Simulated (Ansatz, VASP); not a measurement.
## ZnS (Wurtzite-2H): VASP beside Ansatz

Wanted: the spread between two codes on one cell, functional and k mesh. The cell is taken from a series of runs on this material, whose earlier steps may have relaxed, scaled, displaced or heated it; both programs get it as it stands.

Main program and level: Ansatz 0.2.0; plane waves, with VASP 6.6.1 beside it; zone-centre phonons at LDA.

## 1. The starting structure

It takes space group P6_3mc (No. 186, hexagonal). Conventional cell: a = 3.725 Å, b = 3.725 Å, c = 6.124 Å, α = 90.00°, β = 90.00°, γ = 120.00°. S has 4 Zn at 2.29 Å nearest. Nearest to Zn lie 4 S at 2.29 Å. Farther neighbours and most contacts between anions are not listed.

## 2. Ansatz: zone-centre phonons, LDA

Ansatz runs on its PAW soft_1 files.

Second derivatives magnify differences that forces hide, and they need a tight electronic threshold.

The input, input.yaml:

```yaml
crystal:
  lattice:
    - [3.7250804203, 0.0, 0.0]
    - [-1.8625402101, 3.2260142751, 0.0]
    - [0.0, 0.0, 6.1241908283]
  atoms:
    - { symbol: S, position: [0.3333333333, 0.6666666667, 0.3793407796] }
    - { symbol: S, position: [0.6666666667, 0.3333333333, 0.8793407796] }
    - { symbol: Zn, position: [0.3333333333, 0.6666666667, 0.0056592204] }
    - { symbol: Zn, position: [0.6666666667, 0.3333333333, 0.5056592204] }
kpoints:
  mp_grid: { grid: [12, 12, 8] }
hamiltonian:
  xc: lda
  pseudopotentials: { kind: paw, azcp: { folder: soft_1 }, xc_functional: pbe }
scf:
  occupations: { method: fixed }
output:
  eigenvalues: true
phonons:
  method: dfpt
  dielectric: true
  rigid_motions: translations
```

Launch:

```bash
$ ansatz run input.yaml --threads 8 --pin off --max-ram 16384MiB --backend cpu --events-out ev --progress --plain --runs-dir out
```

Numbers of over 12 decimals in the logs are rounded to 6 here.

Output:

```text
Engine: ansatz 0.2.0, aarch64-unknown-linux-gnu
Pseudopotentials: kind: paw
Pseudopotential: S, paw, valence charge 6, recommended cutoff 420 eV (normal), soft_1/S.paw.azcp
Pseudopotential: Zn, paw, valence charge 12, recommended cutoff 420 eV (normal), soft_1/Zn.paw.azcp
Functional definition: SPW92
  exchange = slater_x
  correlation = pw_c
Crystal: 4 atoms, lattice volume = 73.595 Å³
Basis set: ecut = 420 eV, 1425 PW (Γ), exchange–correlation on 50×50×96 points (8 copies of the dense FFT grid, shifted against one another)
Bands: 22, of which v1, the nominal top of the filled ones, is band 18 counted from 1 (17 counted from 0)
Symmetry: 12 space group operations
k-points: 320 of 1152 (irreducible under 2 space group operations, time reversal used)
Non-local potential: S, projectors of the file, l = 0: 2, l = 1: 2, l = 2: 1
Non-local potential: Zn, projectors of the file, l = 0: 2, l = 1: 2, l = 2: 3, l = 3: 1
PAW form: soft (Blöchl's): semilocal exchange-correlation on the pseudo side does not see the compensation charge
PAW frozen core: S, regenerated for the run's functional, and the local potential with it (the file was generated under x = pbe(κ = 0.804, μ = 0.219515), c = pbe(β = 0.066725))
PAW frozen core: Zn, regenerated for the run's functional, and the local potential with it (the file was generated under x = pbe(κ = 0.804, μ = 0.219515), c = pbe(β = 0.066725))
PAW one-centre angular grid: S, 110 points (default); XC on 64 Gauss nodes
PAW one-centre angular grid: Zn, 590 points (default); XC on 64 Gauss nodes
Initial density: superposition of atomic densities (chi_scale 0.1, normalization cell, long waves kept (reshape's long-wave potential 0.00 eV rms))
Initial wavefunctions: pseudopotential atomic-orbital guess
Functional: x = slater, c = lda
SCF iter   1: F=—  HF=-8235.081333 eV  |F-HF|=—  |Δ(HF+E_count)|=         —  Δρ=3.83e-2  dr2=6.80e-1  ethr=3.10e-3  ⟨swp⟩=5.0  Hψ=34787  notcnv=0  defer=614
preconditioner: auto → Resta (q_TF=auto, 2.422 Å⁻¹)  ε∞=6.3  [insulator: Δε(μ)=2.491 eV  Ē_g=11.241 eV  n_scr=22 (ndim 8)  ℏωp=26.0 eV  f_vac=0.001  ε∞_Penn≈6.3]
SCF iter   2: F=—  HF=-8234.920510 eV  |F-HF|=—  |Δ(HF+E_count)|=   1.61e-1  Δρ=1.61e-2  dr2=1.53e-1  ethr=1.89e-3  ⟨swp⟩=2.8  Hψ=15054  notcnv=0  defer=634
SCF iter   3: F=—  HF=-8234.887538 eV  |F-HF|=—  |Δ(HF+E_count)|=   3.30e-2  Δρ=1.03e-2  dr2=5.23e-2  ethr=4.26e-4  ⟨swp⟩=2.0  Hψ=12821  notcnv=0  defer=631
SCF iter   4: F=—  HF=-8234.870229 eV  |F-HF|=—  |Δ(HF+E_count)|=   1.73e-2  Δρ=3.04e-3  dr2=4.36e-3  ethr=1.45e-4  ⟨swp⟩=2.0  Hψ=15363  notcnv=0  defer=637
SCF iter   5: F=—  HF=-8234.870416 eV  |F-HF|=—  |Δ(HF+E_count)|=   1.88e-4  Δρ=4.89e-4  dr2=1.96e-4  ethr=1.21e-5  ⟨swp⟩=2.2  Hψ=12159  notcnv=0  defer=637
SCF iter   6: F=—  HF=-8234.870484 eV  |F-HF|=—  |Δ(HF+E_count)|=   6.71e-5  Δρ=2.39e-4  dr2=3.68e-5  ethr=5.44e-7  ⟨swp⟩=2.8  Hψ=12396  notcnv=0  defer=620
SCF iter   7: F=—  HF=-8234.870493 eV  |F-HF|=—  |Δ(HF+E_count)|=   9.29e-6  Δρ=6.22e-5  dr2=1.21e-6  ethr=1.02e-7  ⟨swp⟩=2.5  Hψ=12606  notcnv=0  defer=4
SCF iter   8: F=—  HF=-8234.870494 eV  |F-HF|=—  |Δ(HF+E_count)|=   9.82e-7  Δρ=1.64e-5  dr2=1.18e-7  ethr=3.37e-9  ⟨swp⟩=2.6  Hψ=13134  notcnv=0  defer=2
SCF iter   9: F=—  HF=-8234.870494 eV  |F-HF|=—  |Δ(HF+E_count)|=   2.38e-8  Δρ=1.46e-6  dr2=2.13e-9  ethr=3.28e-10  ⟨swp⟩=2.3  Hψ=12469  notcnv=0  defer=2
SCF iter  10: F=-8234.870494 eV  HF=-8234.870494 eV  |F-HF|=7.28e-12  |Δ(HF+E_count)|=  3.29e-10  Δρ=2.41e-7  dr2=4.55e-11  ethr=1.00e-12  ⟨swp⟩=8.6  Hψ=58676  notcnv=0
SCF 1 converged in 10 iterations: F = -8234.870494 eV  dr2 = 4.55e-11
  greatest PAW one-centre occupation: 0.983 electrons in one spin orbital (limit 2), on the Zn atom at site 2 (counted from 0), in its partial waves of l = 2
DFPT response loops at Γ: preconditioner auto → Resta (q_TF=auto, 2.422 Å⁻¹)  ε∞=5.2 (no band partly filled); β = 1.00, the filter's whole step (`scf.mixing.beta` (0.50) is not read by the response loops at its default; to damp them type it under 1.00, their step now; it binds the ground state too); Broyden in place of MSR1
── the response to a field inside a basis, on 12×12×8 k-points: an SCF that follows is theirs, and a resumed run solves both again ──
Bands: 19, of which v1, the nominal top of the filled ones, is band 18 counted from 1 (17 counted from 0)
k-points: 168 of 1152 (irreducible under 4 space group operations, time reversal used)
Initial density: handed on by an earlier stage of this run
Initial wavefunctions: pseudopotential atomic-orbital guess (no wavefunctions were taken with the density)
Eigensolver: Dense (168 Hₖ)
SCF iter   1: F=—  HF=-8234.867719 eV  |F-HF|=—  |Δ(HF+E_count)|=         —  Δρ=1.50e-4  dr2=2.54e-6  ethr=1.00e-1
preconditioner: auto → Resta (q_TF=auto, 2.422 Å⁻¹)  ε∞=8.1  [insulator: Δε(μ)=2.474 eV  Ē_g=9.776 eV  n_scr=22 (ndim 8)  ℏωp=26.0 eV  f_vac=0.025  ε∞_Penn≈8.1]
SCF iter   2: F=—  HF=-8234.867720 eV  |F-HF|=—  |Δ(HF+E_count)|=   9.80e-7  Δρ=1.18e-4  dr2=3.57e-6  ethr=7.06e-9
SCF iter   3: F=—  HF=-8234.867720 eV  |F-HF|=—  |Δ(HF+E_count)|=   1.40e-7  Δρ=2.86e-5  dr2=9.52e-8  ethr=7.06e-9
SCF iter   4: F=-8234.867719 eV  HF=-8234.867719 eV  |F-HF|=1.61e-8  |Δ(HF+E_count)|=   2.19e-7  Δρ=5.62e-6  dr2=5.50e-9  ethr=2.64e-10
SCF 1 converged in 4 iterations: F = -8234.867719 eV  dr2 = 5.50e-9
DFPT response loops at Γ: preconditioner auto → Resta (q_TF=auto, 2.422 Å⁻¹)  ε∞=4.9 (no band partly filled); β = 1.00, the filter's whole step (`scf.mixing.beta` (0.50) is not read by the response loops at its default; to damp them type it under 1.00, their step now; it binds the ground state too); Broyden in place of MSR1
SCF converged after 10 iterations
Free energy (F): -8234.870494 eV
Harris-Foulkes:  -8234.870494 eV  (|F-HF|=7.28e-12)
Internal energy: -8234.870494 eV  (E = F + TS)
E sigma→0 (E₀):  -8234.870494 eV
Fermi energy:    6.455431 eV
--- Per-component energies (eV) ---
  E_band       = 20.433161
  E_kinetic    = 512.449941
  E_local      = -4459.655646  (includes V_loc(G=0)·N_el)
  E_nonlocal   = 1714.888091
  E_hartree    = 1694.656071
  E_xc         = -334.005269
  E_vxc        = -271.855362  (∫ρ·V_xc dr)
  E_paw        = -4803.870192  (= ΣΔE_a)
  E_vpaw       = -864.705671  (= ΣTr[D̂ρ^β])
  E_aug_tail   = -0.000501  (compensation charges beyond the density's cutoff)
  E_ewald      = -2562.753672
  E_core_change = 3.420682  (= ΣΔE_core)
  E_smearing   = -0.000000  (= −TS)
  E_closure    = -0.000000  (closes the sum)
  Σ components = -8234.870494   (vs F -8234.870494, Δ=0.00e0)
--- Band table (eV; the first three rows and the last of 320) ---
  k-point 0: bands = [... 14 lower, 5.4500, 6.3474, 6.4554, 6.4554, 8.6864, 9.4660, 12.5370, 12.5370]
  k-point 1: bands = [... 14 lower, 5.4847, 5.9636, 6.4129, 6.4129, 9.0220, 9.5064, 12.5598, 12.5598]
  k-point 2: bands = [... 14 lower, 5.5849, 5.5849, 6.2939, 6.2939, 9.6190, 9.6237, 12.4884, 12.6382]
  k-point 319: bands = [... 14 lower, 3.5870, 3.5870, 4.7952, 4.7952, 10.7832, 10.7832, 12.6694, 12.6694]
--- Phonons (Γ-DFPT): 4 representative perturbations + reference, on 320 of 1152 k-points (Σ response iterations 12) ---
  k mesh reduced under 2 symmetry operations, with k and −k counted as one. Each operation leaves every solved perturbation unchanged. A smaller set is not considered because the run solves the response to a homogeneous field
  ASR residual: 1.461e-4 → 0.000e0 eV/Å²; symmetrization residual: 1.879e-5 eV/Å²
  ASR residual per site (eV/Å²): 1.46e-4 1.46e-4 1.10e-4 1.10e-4
  Γ frequencies (cm⁻¹): 0.00 0.00 0.00 69.53 69.53 201.72 294.69 298.46 298.46 304.55 304.55 353.94
  ε∞ (high-frequency dielectric tensor):
        6.058293     0.000000    -0.000000
        0.000000     6.058293    -0.000000
       -0.000000    -0.000000     6.194283
  ε⁰ (static dielectric tensor: ions relaxed, cell fixed):
        8.362923    -0.000000     0.000000
       -0.000000     8.362923    -0.000000
        0.000000    -0.000000     8.847383
  ε⁰ − ε∞ (ionic part):
        2.304630    -0.000000     0.000000
       -0.000000     2.304630    -0.000000
        0.000000    -0.000000     2.653099
  softest optical mode at Γ: 69.53 cm⁻¹; the repairs (sum rule, projections) moved no ω² at Γ by more than (1.78 cm⁻¹)²
  Born effective charges Z* (e; rows j = field, columns β = displacement):
    site 0:
        -1.81729    0.00000   -0.00000
         0.00000   -1.81729    0.00000
        -0.00000   -0.00000   -1.92519
    site 1:
        -1.81729   -0.00000    0.00000
         0.00000   -1.81729    0.00000
        -0.00000    0.00000   -1.92519
    site 2:
         1.81729    0.00000    0.00000
         0.00000    1.81729   -0.00000
         0.00000   -0.00000    1.92519
    site 3:
         1.81729    0.00000   -0.00000
        -0.00000    1.81729   -0.00000
        -0.00000    0.00000    1.92519
  Z* charge neutrality: 1.229e-3 e pre-enforcement
  solved inside a basis spanned on kpoints, on 12×12×8 k-points, its susceptibility summed on 16×16×8: ε∞ is read to err by 2.0e-2, Z* by 1.3e-2 e (field_mesh: kpoints solves on kpoints); Z* is corrected for what the basis lacks
  optical modes at Γ without the LO–TO term, one row a degenerate level:
      ω (cm⁻¹)  modes    IR ((D/Å)²/amu)
         69.53      2             0.0000
        201.72      1             0.0000
        294.69      1             7.9500
[...]
optical modes at Γ + LO–TO along q̂ = [1.0000, 0.0000, 0.0000]:
      ω (cm⁻¹)  modes    IR ((D/Å)²/amu)
[...]
optical modes at Γ + LO–TO along q̂ = [0.0000, 1.0000, 0.0000]:
      ω (cm⁻¹)  modes    IR ((D/Å)²/amu)
[...]
350.67      1             7.0839
        353.94      1             0.0000
  optical modes at Γ + LO–TO along q̂ = [0.0000, 0.0000, 1.0000]:
      ω (cm⁻¹)  modes    IR ((D/Å)²/amu)
         69.53      2             0.0000
        201.72      1             0.0000
        298.46      2            14.1677
        304.55      2             0.0000
        352.19      1             7.9500
        353.94      1             0.0000
```

[end of part 1 of 3]

[Lines on the potential files, build, host, timing and source positions are cut from VASP's logs without a mark.]

[Logs are printed without paths, hosts, clocks, repeated set-up lines and the standing remarks that a program may print on its own settings, such as how far it seeks lower states.]

[Hosts, paths, dates, database ids (printed as entryN), source tags and the programs' standing remarks are cut or masked in the printed files.]
